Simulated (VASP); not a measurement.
```
FeO
1.0
    3.03770     0.00000     0.00000
   -1.51885     2.63073     0.00000
    0.00000     0.00000     5.69203
Fe O
2 2
Cartesian
  0.00000   1.75382   0.11856
  1.51885   0.87691   2.96457
  0.00000   1.75382   2.01596
  1.51885   0.87691   4.86197
```
Starting moments (μB, in the order of the record's atoms Fe Fe O O): 3.6 3.6 0.3 0.3.

These are PBEsol GGA, VASP's PBE PAW potentials (set 64) (plane waves; VASP) values and carry that method's errors. Run with 520 eV cut-off, Gaussian smearing of 0.050 eV, potentials Fe O.

The moments were started parallel, and other spin orders were not tried in this run.

Q: Predict the cell moment, band gap (along the path) with the smallest direct gap where there is one.

A: 
band gap (along the path): none (metal, semimetal or under 0.01 eV)
cell moment: 8.00 μB

The absolute energy has meaning only against runs of the same code, potentials and settings.

The structure was generated: FeO was put into the wurtzite type (P6_3mc), which need not be its known phase. It was relaxed first.
